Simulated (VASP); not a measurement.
# MnCdS3 (Pm-3m) in VASP: notebook

The runs below take MnCdS3 through single point, with PBE.

All numbers are computed with VASP 6.6.1; they aren't measurements. Logs are shortened: lines on timing, memory, paths and dates and some standing lists are left out, and cuts for length are marked.

## 1. The cell of the first run

It takes space group Pm-3m (No. 221, cubic). Conventional cell: a = 4.607 Å, b = 4.607 Å, c = 4.607 Å, α = 90.00°, β = 90.00°, γ = 90.00°. Around Mn (site symmetry m-3m) lie 6 S at 2.30 Å. Cd (site symmetry m-3m) is surrounded by 12 S at 3.26 Å. S (site symmetry 4/mmm) has 2 Mn at 2.30 Å as nearest neighbours.

The cell was built by a generator and needn't be a form met in nature.

## 2. Single point, PBE, collinear spin, typed start (species swapped into the NdBPd3 type (Pm-3m, No. 221))

INCAR

```
ALGO     = Normal         # electronic algorithm
EDIFF    = 1E-6           # SCF threshold, eV
ENCUT    = 520            # plane-wave cutoff, eV
GGA      = PE             # functional
ISIF     = 2              # what is computed and relaxed
ISMEAR   = 0              # smearing method
ISPIN    = 2              # spin polarisation
LASPH    = T              # aspherical terms in the spheres
LCHARG   = F              # write CHGCAR
LMAXMIX  = 4              # l up to which the mixer works
LORBIT   = 11             # projections on sites
LREAL    = F              # projectors in reciprocal space
LWAVE    = F              # write WAVECAR
MAGMOM   = 3.34 0 0 0 0   # initial moments
NBANDS   = 34             # bands
NELM     = 150            # most SCF steps
PREC     = Accurate       # precision mode
SIGMA    = 0.1            # smearing width, eV
```

KPOINTS

```
k-points
0
Gamma
  8 8 8
```

POSCAR

```
MnCdS3
1.0
    4.6066120592      0.0000000000      0.0000000000
    0.0000000000      4.6066120592      0.0000000000
    0.0000000000      0.0000000000      4.6066120592
Mn Cd S
1 1 3
Direct
    0.5000000000      0.5000000000      0.5000000000
    0.0000000000      0.0000000000      0.0000000000
    0.0000000000      0.5000000000      0.5000000000
    0.5000000000      0.0000000000      0.5000000000
    0.5000000000      0.5000000000      0.0000000000
```

Potentials or basis: VASP PAW PBE potentials, release 64 (Mn_pv, Cd, S).

Run with:

```sh
cat potpaw_PBE.64/Mn_pv/POTCAR potpaw_PBE.64/Cd/POTCAR potpaw_PBE.64/S/POTCAR > POTCAR
mpirun -np 1 vasp_std > vasp.out
```

OUTCAR:

```text
EDIFF = 1E-6
   ENCUT = 520
   GGA = PE
   ISIF = 2
   ISMEAR = 0
   ISPIN = 2
   LASPH = T
   LORBIT = 11
   LREAL = F
   NELM = 150
   PREC = Accurate

 ion  position               nearest neighbor table
   1  0.500  0.500  0.500-   3 2.30   4 2.30   5 2.30   5 2.30   4 2.30   3 2.30
   2  0.000  0.000  0.000-   3 3.26   4 3.26   5 3.26   3 3.26   4 3.26   3 3.26   5 3.26   3 3.26
                             4 3.26   5 3.26   4 3.26   5 3.26
   3  0.000  0.500  0.500-   1 2.30   1 2.30   2 3.26   2 3.26   2 3.26   2 3.26
   4  0.500  0.000  0.500-   1 2.30   1 2.30   2 3.26   2 3.26   2 3.26   2 3.26
   5  0.500  0.500  0.000-   1 2.30   1 2.30   2 3.26   2 3.26   2 3.26   2 3.26

  LATTYP: Found a simple cubic cell.
 ALAT       =     4.6066120592

  Lattice vectors:

 A1 = (   4.6066120592,   0.0000000000,   0.0000000000)
 A2 = (   0.0000000000,   4.6066120592,   0.0000000000)
 A3 = (   0.0000000000,   0.0000000000,   4.6066120592)

Analysis of symmetry for initial positions (statically):
=====================================================================
 Subroutine PRICEL returns:
 Original cell was already a primitive cell.

 Routine SETGRP: Setting up the symmetry group for a
 simple cubic supercell.

 Subroutine GETGRP returns: Found 48 space group operations
 (whereof 48 operations were pure point group operations)
 out of a pool of 48 trial point group operations.

The static configuration has the point symmetry O_h .

Analysis of symmetry for dynamics (positions and initial velocities):
=====================================================================
 Subroutine PRICEL returns:
 Original cell was already a primitive cell.

 Routine SETGRP: Setting up the symmetry group for a
 simple cubic supercell.

 Subroutine GETGRP returns: Found 48 space group operations
 (whereof 48 operations were pure point group operations)
 out of a pool of 48 trial point group operations.

The dynamic configuration has the point symmetry O_h .

Analysis of structural, dynamic, and magnetic symmetry:
=====================================================================
 Subroutine PRICEL returns:
 Original cell was already a primitive cell.

 Routine SETGRP: Setting up the symmetry group for a
 simple cubic supercell.

 Subroutine GETGRP returns: Found 48 space group operations
 (whereof 48 operations were pure point group operations)
 out of a pool of 48 trial point group operations.

The overall configuration has the point symmetry O_h .

 Subroutine INISYM returns: Found 48 space group operations
 (whereof 48 operations are pure point group operations),
 and found     1 'primitive' translations

----------------------------------------------------------------------------------------

                                     Primitive cell

  volume of cell :      97.7563

  direct lattice vectors                    reciprocal lattice vectors
     4.606612059  0.000000000  0.000000000     0.217079274  0.000000000  0.000000000
     0.000000000  4.606612059  0.000000000     0.000000000  0.217079274  0.000000000
     0.000000000  0.000000000  4.606612059     0.000000000  0.000000000  0.217079274

  length of vectors
     4.606612059  4.606612059  4.606612059     0.217079274  0.217079274  0.217079274

  position of ions in fractional coordinates (direct lattice)
     0.500000000  0.500000000  0.500000000
     0.000000000  0.000000000  0.000000000
     0.000000000  0.500000000  0.500000000
     0.500000000  0.000000000  0.500000000
     0.500000000  0.500000000  0.000000000

  ion indices of the primitive-cell ions
   primitive index   ion index
                 1           1
                 2           2
                 3           3
                 4           4
                 5           5

----------------------------------------------------------------------------------------

 KPOINTS: k-points

Automatic generation of k-mesh.
 Grid dimensions read from file:
 generate k-points for:    8    8    8

 Generating k-lattice:

  Cartesian coordinates                     Fractional coordinates (reciprocal lattice)
     0.027134909  0.000000000  0.000000000     0.125000000  0.000000000  0.000000000
     0.000000000  0.027134909  0.000000000     0.000000000  0.125000000  0.000000000
     0.000000000  0.000000000  0.027134909     0.000000000  0.000000000  0.125000000

  Length of vectors
     0.027134909  0.027134909  0.027134909

  Shift w.r.t. Gamma in fractional coordinates (k-lattice)
     0.000000000  0.000000000  0.000000000

 Subroutine IBZKPT returns following result:
 ===========================================

 Found     35 irreducible k-points:

 Following reciprocal coordinates:
            Coordinates               Weight
  0.000000  0.000000  0.000000      1.000000
  0.125000  0.000000  0.000000      6.000000
  0.250000  0.000000  0.000000      6.000000
  0.375000  0.000000  0.000000      6.000000
  0.500000  0.000000  0.000000      3.000000
  0.125000  0.125000  0.000000     12.000000
[... 16 lines left out ...]
  0.375000  0.375000  0.125000     24.000000
  0.500000  0.375000  0.125000     24.000000
 [... further k-points ...]
   k-points           NKPTS =     35   k-points in BZ     NKDIM =     35   number of bands    NBANDS=     34
   number of dos      NEDOS =    301   number of ions     NIONS =      5
   total plane-waves  NPLWV =  46656
   dimension x,y,z NGX =    36 NGY =   36 NGZ =   36
   dimension x,y,z NGXF=    72 NGYF=   72 NGZF=   72
   ions per type =               1   1   3
   NGX,Y,Z   is equivalent  to a cutoff of  12.99, 12.99, 12.99 a.u.
   NGXF,Y,Z  is equivalent  to a cutoff of  25.98, 25.98, 25.98 a.u.
 SYSTEM =  unknown system
   PREC   = accura    normal or accurate (medium, high low for compatibility)
   ISTART =      0    job   : 0-new  1-cont  2-samecut
   ICHARG =      2    charge: 1-file 2-atom 10-const
   ISPIN  =      2    spin polarized calculation?
   LNONCOLLINEAR =      F non collinear calculations
   LSORBIT =      F    spin-orbit coupling
   LASPH  =      T    aspherical Exc in radial PAW
   ENCUT  =  520.0 eV  38.22 Ry    6.18 a.u.   8.57  8.57  8.57*2*pi/ulx,y,z
   NELM   =    150;   NELMIN=  2; NELMDL= -5     # of ELM steps
   EDIFF  = 0.1E-05   stopping-criterion for ELM
   LREAL  =      F    real-space projection
   EDIFFG = 0.1E-04   stopping-criterion for IOM
   NSW    =      0    number of steps for IOM
   IBRION =     -1    ionic relax: 0-MD 1-quasi-New 2-CG
   NFREE  =      0    steps in history (QN), initial steepest desc. (CG)
   ISIF   =      2    stress and relaxation
   ISYM   =      2    0-nonsym 1-usesym 2-fastsym
   POTIM  = 0.5000    time-step for ionic-motion
   TEBEG  =    0.0;   TEEND  =   0.0 temperature during run
   PSTRESS=    0.0 pullay stress
   NELECT =      43.0000    total number of electrons
   NUPDOWN=      -1.0000    fix difference up-down
   EMIN   =  10.00;   EMAX   =-10.00  energy-range for DOS
   EFERMI =   0.00;   METHOD = LEGACY
   ISMEAR =     0;   SIGMA  =   0.10  broadening in eV -4-tet -1-fermi 0-gaus
   EFERMI_NEDOS =   21; number of points for ismear=-14 and -15
   IALGO  =     38    algorithm
   IMIX   =      4    mixing-type and parameters
     AMIX     =   0.40;   BMIX     =  1.00
     AMIX_MAG =   1.60;   BMIX_MAG =  1.00
  volume/ion in A,a.u.               =      19.55       131.94
  Fermi-wavevector in a.u.,A,eV,Ry     =   1.245038  2.352781 21.090665  1.550120
  Thomas-Fermi vector in A             =   2.379278
   LORBIT       =     11    0 simple, 1 ext, 2 COOP (PROOUT), +10 PAW based schemes
   GGA     = PE    functional components
   LHFCALC =     F    Hartree Fock is set to
   AEXX    =    0.0000 exact exchange contribution
   IVDW    =     0    specifies the selected vdW correction
   LEPSILON=     F    determine dielectric tensor
   LRPA    =     F    only Hartree local field effects (RPA)
 spin polarized calculation
 Gauss-broadening in eV      SIGMA  =   0.10
  energy-cutoff  :      520.00
  volume of cell :       97.76
 maximum number of plane-waves:      2666
 NGX is ok and might be reduce to    36
   NGX = 17   NGY = 17   NGZ = 17

 number of electron      42.9999980 magnetization       3.3961243

 Free energy of the ion-electron system (eV)
  ---------------------------------------------------
  ext. energy  EPLUGINS =         0.00000000
  ---------------------------------------------------
  free energy    TOTEN  =       -22.00600551 eV

  energy without entropy =      -21.99271644  energy(sigma->0) =      -21.99936097

 E-fermi :   4.2440     XC(G=0): -10.2888

 val. band max:        4.2348188984   @ k =   0.5000   0.1250   0.1250
 cond. band min:       4.2454704681   @ k =   0.3750   0.3750   0.0000
 fundamental gap:      0.0106515697
 Fermi energy:         4.2439772701

 spin component 1

 k-point     1 :       0.0000    0.0000    0.0000
  band No.  band energies     occupation
      1     -45.7905      1.00000
      2     -45.7905      1.00000
      3     -45.7905      1.00000
      4      -9.7407      1.00000
      5      -7.5690      1.00000
      6      -7.5690      1.00000
[... 25 lines left out ...]
     32      11.8885      0.00000
     33      12.1140      0.00000

 k-point     2 :       0.1250    0.0000    0.0000
  band No.  band energies     occupation
      1     -45.7906      1.00000
      2     -45.7905      1.00000
      3     -45.7905      1.00000
      4      -9.6734      1.00000
      5      -7.6269      1.00000
      6      -7.5587      1.00000
[... 25 lines left out ...]
     32      11.9558      0.00000
     33      12.2563      0.00000
[... 754 lines left out ...]
     32      13.0462      0.00000
     33      13.9765      0.00000

 k-point    24 :       0.5000    0.3750    0.1250
  band No.  band energies     occupation
      1     -45.7911      1.00000
      2     -45.7910      1.00000
      3     -45.7905      1.00000
      4      -8.5303      1.00000
      5      -8.0484      1.00000
      6      -7.8748      1.00000
[... 25 lines left out ...]
     32      13.3003      0.00000
     33      14.2195      0.00000

 [... further k-points ...]

 spin component 2

 k-point     1 :       0.0000    0.0000    0.0000
  band No.  band energies     occupation
      1     -42.5256      1.00000
      2     -42.5256      1.00000
      3     -42.5256      1.00000
      4      -9.6311      1.00000
      5      -7.4409      1.00000
      6      -7.4409      1.00000
[... 25 lines left out ...]
     32      12.1746      0.00000
     33      12.4909      0.00000

 k-point     2 :       0.1250    0.0000    0.0000
  band No.  band energies     occupation
      1     -42.5258      1.00000
      2     -42.5256      1.00000
      3     -42.5256      1.00000
      4      -9.5641      1.00000
      5      -7.5045      1.00000
      6      -7.4304      1.00000
[... 25 lines left out ...]
     32      12.3430      0.00000
     33      12.5526      0.00000
[... 754 lines left out ...]
     32      13.3226      0.00000
     33      14.2431      0.00000

 k-point    24 :       0.5000    0.3750    0.1250
  band No.  band energies     occupation
      1     -42.5266      1.00000
      2     -42.5264      1.00000
      3     -42.5258      1.00000
      4      -8.4245      1.00000
      5      -7.9635      1.00000
      6      -7.7778      1.00000
[... 25 lines left out ...]
     32      13.4648      0.00000
     33      14.5284      0.00000

 [... further k-points ...]

 [bands above 33 left out]

------------------------ aborting loop because EDIFF is reached ----------------------------------------

  FORCE on cell =-STRESS in cart. coord.  units (eV):
  Direction    XX          YY          ZZ          XY          YZ          ZX
  --------------------------------------------------------------------------------------
  -------------------------------------------------------------------------------------
  Total        0.0010827      0.0010827      0.0010827     -0.0000000     -0.0000000     -0.0000000
  in kB        0.0177449      0.0177449      0.0177449     -0.0000000     -0.0000000     -0.0000000
  external PRESSURE =       0.0177449 kB  Pullay stress =       0.0000000 kB

 VOLUME and BASIS-vectors are now :
 -----------------------------------------------------------------------------
  energy-cutoff  :      520.00
  volume of cell :       97.76
      direct lattice vectors                 reciprocal lattice vectors
     4.606612059  0.000000000  0.000000000     0.217079274  0.000000000  0.000000000
     0.000000000  4.606612059  0.000000000     0.000000000  0.217079274  0.000000000
     0.000000000  0.000000000  4.606612059     0.000000000  0.000000000  0.217079274

 POSITION                                       TOTAL-FORCE (eV/Angst)
 -----------------------------------------------------------------------------------
      2.30331      2.30331      2.30331         0.000000      0.000000      0.000000
      0.00000      0.00000      0.00000         0.000000      0.000000      0.000000
      0.00000      2.30331      2.30331         0.000000      0.000000      0.000000
      2.30331      0.00000      2.30331         0.000000      0.000000      0.000000
      2.30331      2.30331      0.00000         0.000000      0.000000      0.000000
 -----------------------------------------------------------------------------------
    total drift:                                0.000000      0.000000      0.000000

  FREE ENERGIE OF THE ION-ELECTRON SYSTEM (eV)
  ---------------------------------------------------
  free  energy   TOTEN  =       -22.0060055075 eV

  energy  without entropy=      -21.9927164406  energy(sigma->0) =      -21.99936097

 total charge

# of ion       s       p       d       tot
------------------------------------------
    1        0.297   6.313   5.055  11.665
    2        0.396   0.108   9.577  10.080
    3        1.367   2.305   0.000   3.672
    4        1.367   2.305   0.000   3.672
    5        1.367   2.305   0.000   3.672
--------------------------------------------------
tot          4.793  13.336  14.632  32.761

 magnetization (x)

# of ion       s       p       d       tot
------------------------------------------
    1        0.022   0.015   2.990   3.028
    2       -0.001   0.006   0.002   0.007
    3        0.009   0.029   0.000   0.038
    4        0.009   0.029   0.000   0.038
    5        0.009   0.029   0.000   0.038
--------------------------------------------------
tot          0.049   0.107   2.992   3.148
```

It took 3.3 min on 1 thread of Intel Xeon Platinum 8488C (Sapphire Rapids), shared host; peak memory 0.36 GiB.

What came out:

| Property | Result |
| --- | --- |
| Free energy | -22.0060 eV |
| Pressure | 0.0 GPa |
| Band gap on the k mesh | none (metal or under the smearing width) |
| Net moment | 3.40 μB per cell |
| Site moments | Mn +3.03; Cd +0.01; S +0.04 μB |
| Valence electrons inside the program's atomic spheres | Mn 11.66; Cd 10.08; S 3.67 |

Levels at points of the mesh, in eV from the Fermi level:
Spin up:
| k point | band 20 | band 21 | band 22 | band 23 | band 24 | band 25 | band 26 | band 27 |
| --- | --- | --- | --- | --- | --- | --- | --- | --- |
| (0.00, 0.00, 0.00) | -1.27 | -1.18 | -1.18 | -1.18 | -0.48 | -0.48 | -0.48 | 4.78 |
| (0.50, 0.00, 0.00) | -1.56 | -0.72 | -0.72 | -0.54 | -0.54 | 0.23 | 1.84 | 3.62 |
| (0.50, 0.50, 0.00) | -1.79 | -0.82 | -0.46 | -0.46 | 0.40 | 1.60 | 3.30 | 3.93 |
| (0.50, 0.50, 0.50) | -1.35 | -1.35 | 0.38 | 0.38 | 0.38 | 3.35 | 3.35 | 6.74 |
Spin down:
| k point | band 18 | band 19 | band 20 | band 21 | band 22 | band 23 |
| --- | --- | --- | --- | --- | --- | --- |
| (0.00, 0.00, 0.00) | -1.01 | -0.43 | -0.43 | -0.43 | 0.01 | 0.01 |
| (0.50, 0.00, 0.00) | -1.44 | -0.43 | -0.43 | 0.03 | 0.72 | 1.59 |
| (0.50, 0.50, 0.00) | -2.30 | -2.30 | 0.47 | 0.60 | 1.23 | 1.68 |
| (0.50, 0.50, 0.50) | -1.44 | 0.57 | 0.57 | 0.57 | 1.51 | 1.51 |

Caveat: a cell with one magnetic atom can't hold antiferromagnetic order, which such compounds often take; semilocal functionals often make such compounds metallic where correlation or magnetic order opens a gap, which also shifts bond lengths.

## 3. Single point, PBE, collinear spin, typed start (species swapped into the NdBPd3 type (Pm-3m, No. 221))

INCAR

```
SYSTEM = MnCdS3
PREC = Accurate ; ENCUT = 520
EDIFF = 1E-6 ; ISMEAR = 0
SIGMA = 0.1 ; LREAL = .False.
LASPH = .True. ; NELM = 150
ALGO = Normal ; ISIF = 2
LWAVE = .False. ; LCHARG = .False.
ISPIN = 2 ; MAGMOM = 4 0 0 0 0
LORBIT = 11 ; LMAXMIX = 4
GGA = PE ; NBANDS = 34
```

KPOINTS

```
regular mesh
0
Gamma
  4 4 4
  0 0 0
```

Changes to POSCAR since step 2:

```diff
@@ -2,5 +2,5 @@
 1.0
-    4.6066120592      0.0000000000      0.0000000000
-    0.0000000000      4.6066120592      0.0000000000
-    0.0000000000      0.0000000000      4.6066120592
+    4.6104893700      0.0000000000      0.0000000000
+    0.0000000000      4.6104893700      0.0000000000
+    0.0000000000      0.0000000000      4.6104893700
 Mn Cd S
```

Potentials or basis: VASP PAW PBE potentials, release 64 (Mn_pv, Cd, S).

Run with:

```sh
cat potpaw_PBE.64/Mn_pv/POTCAR potpaw_PBE.64/Cd/POTCAR potpaw_PBE.64/S/POTCAR > POTCAR
mpirun -np 1 vasp_std > vasp.out
```

Run time: 54 s. Hardware: 1 thread of Intel Xeon Platinum 8375C at 2.90GHz (Ice Lake), shared host; peak memory 0.26 GiB.

The run converged. Its results:

| Quantity | Value |
| --- | --- |
| Free energy | -21.9653 eV |
| Pressure | 0.9 GPa |
| Band gap on the k mesh | none (metal or under the smearing width) |
| Net moment | 3.33 μB per cell |
| Site moments | Mn +3.19; Cd +0.03; S -0.03 μB |
| Valence electrons inside the program's atomic spheres | Mn 11.65; Cd 10.07; S 3.68 |

Levels at points of the mesh, in eV from the Fermi level:
Spin up:
```csv
k point,band 19,band 20,band 21,band 22,band 23,band 24,band 25,band 26,band 27,band 28
"(0.00, 0.00, 0.00)",-1.47,-1.17,-0.91,-0.91,-0.91,-0.24,-0.24,-0.24,4.95,6.56
"(0.50, 0.00, 0.00)",-1.47,-1.35,-0.54,-0.54,-0.28,-0.28,0.37,2.00,3.75,5.95
"(0.50, 0.50, 0.00)",-2.20,-1.68,-0.71,-0.27,-0.27,0.68,1.74,3.45,4.07,6.00
"(0.50, 0.50, 0.50)",-1.22,-1.22,-1.22,0.66,0.66,0.66,3.50,3.50,6.93,6.93
```
Spin down:
```csv
k point,band 16,band 17,band 18,band 19,band 20,band 21,band 22,band 23,band 24,band 25
"(0.00, 0.00, 0.00)",-0.86,-0.86,-0.86,-0.25,-0.25,-0.25,0.25,0.25,0.25,0.97
"(0.50, 0.00, 0.00)",-2.62,-2.62,-1.29,-0.27,-0.27,0.27,0.98,1.80,1.80,2.06
"(0.50, 0.50, 0.00)",-2.26,-2.26,-2.14,-2.14,0.65,0.73,1.48,1.89,1.89,2.58
"(0.50, 0.50, 0.50)",-3.41,-3.41,-1.31,0.71,0.71,0.71,1.74,1.74,1.74,4.99
```

Caveat: a cell with one magnetic atom can't hold antiferromagnetic order, which such compounds often take; semilocal functionals often make such compounds metallic where correlation or magnetic order opens a gap, which also shifts bond lengths.
